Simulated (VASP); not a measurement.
Crystal: Sn2GeO3.

```
CELL_PARAMETERS angstrom
3.80593 0.02628 0.03998
0.02628 3.75947 -0.05756
0.15413 -0.22193 14.71930
ATOMIC_POSITIONS crystal
Sn 0.01323 0.50856 0.59414
Sn 0.52277 0.02411 0.75200
Sn 0.48993 0.99779 0.41034
Sn 0.99688 0.51590 0.24001
Ge 0.98023 0.49853 0.93878
Ge 0.49808 0.01145 0.07136
O 0.49809 0.50296 0.67522
O 0.02417 0.99253 0.67176
O 0.49129 0.49958 0.00269
O 0.99681 0.00595 0.00494
O 0.02669 0.00270 0.32949
O 0.49554 0.48422 0.32482
```

The cell was built by a generator and needn't be a form met in nature.

```yaml
Program: VASP 6.6.1
Task: relaxation of cell and atoms
Functional: PBE
Potentials_or_basis: VASP PAW PBE potentials, release 64 (Sn_d, Ge_d, O)
Cutoff: 520 eV
k_mesh: 5 × 5 × 2
Occupations: gaussian, width 0.05 eV
Spin: no spin polarisation
```

At the start: pressure 0.3 GPa; volume 17.54 Å³/atom.

Q: Where does the relaxation end?

A: Over 78 steps the energy falls by 32.5 meV/atom and the volume is 17.85 Å³/atom (+1.7 %); space group Pm (No. 6, to 0.05 Å).

Step by step:
```csv
step,energy change (eV),largest force (eV/Å),pressure (GPa),volume (Å³)
1,0.0000,1.4363,0.30,210.53
3,-0.2563,0.4793,-0.37,211.81
5,-0.2941,0.3322,0.47,210.30
7,-0.3039,0.1245,-0.26,211.46
9,-0.3069,0.1071,0.12,210.81
11,-0.3069,0.1003,0.12,210.86
13,-0.3083,0.0467,0.16,211.03
15,-0.3093,0.0397,0.08,210.94
17,-0.3099,0.0464,-0.01,211.20
19,-0.3103,0.0484,-0.08,211.30
21,-0.3111,0.0580,-0.01,211.26
23,-0.3125,0.0651,0.07,211.16
25,-0.3143,0.0843,-0.15,211.68
27,-0.3158,0.0727,-0.12,211.64
29,-0.3161,0.1614,0.29,211.42
31,-0.3177,0.1333,0.17,211.48
33,-0.3178,0.1280,0.13,211.49
35,-0.3185,0.1151,0.12,211.54
37,-0.3193,0.1026,0.16,211.64
39,-0.3221,0.0833,-0.20,212.32
41,-0.3245,0.0471,-0.03,212.00
43,-0.3252,0.0680,0.18,211.74
45,-0.3271,0.0879,0.02,212.13
47,-0.3274,0.1022,-0.07,212.27
49,-0.3275,0.1118,-0.12,212.34
51,-0.3308,0.0926,0.07,212.22
53,-0.3321,0.1184,0.20,212.11
55,-0.3333,0.1375,0.27,212.17
57,-0.3376,0.1494,0.13,212.60
59,-0.3401,0.2922,-0.30,214.20
61,-0.3491,0.1691,-0.10,213.52
63,-0.3560,0.3826,0.31,213.98
65,-0.3663,0.2328,0.17,213.91
67,-0.3750,0.1289,-0.29,214.67
69,-0.3840,0.1286,0.31,212.82
71,-0.3875,0.0626,0.07,213.28
73,-0.3889,0.0489,-0.03,213.64
75,-0.3894,0.0684,-0.09,213.94
77,-0.3899,0.0406,0.11,213.80
78,-0.3905,0.0299,0.08,214.21
```

Final structure:
```yaml
crystal:
  lattice:
    - [4.15130, 0.00072, 0.00926]
    - [-0.00086, 3.52051, -0.00453]
    - [0.03811, -0.01969, 14.65717]
  atoms:
    - { symbol: Sn, position: [0.00742, 0.50122, 0.59707] }
    - { symbol: Sn, position: [0.50572, 0.00319, 0.75629] }
    - { symbol: Sn, position: [0.50655, 0.00293, 0.40660] }
    - { symbol: Sn, position: [0.01043, 0.50142, 0.24734] }
    - { symbol: Ge, position: [0.93775, 0.50556, 0.93128] }
    - { symbol: Ge, position: [0.43530, 0.00774, 0.06920] }
    - { symbol: O, position: [0.50591, 0.50219, 0.66583] }
    - { symbol: O, position: [0.00546, 0.00207, 0.68728] }
    - { symbol: O, position: [0.55206, 0.50677, 0.00183] }
    - { symbol: O, position: [0.05189, 0.00695, 0.99856] }
    - { symbol: O, position: [0.00742, 0.00250, 0.33792] }
    - { symbol: O, position: [0.50779, 0.50174, 0.31632] }
```
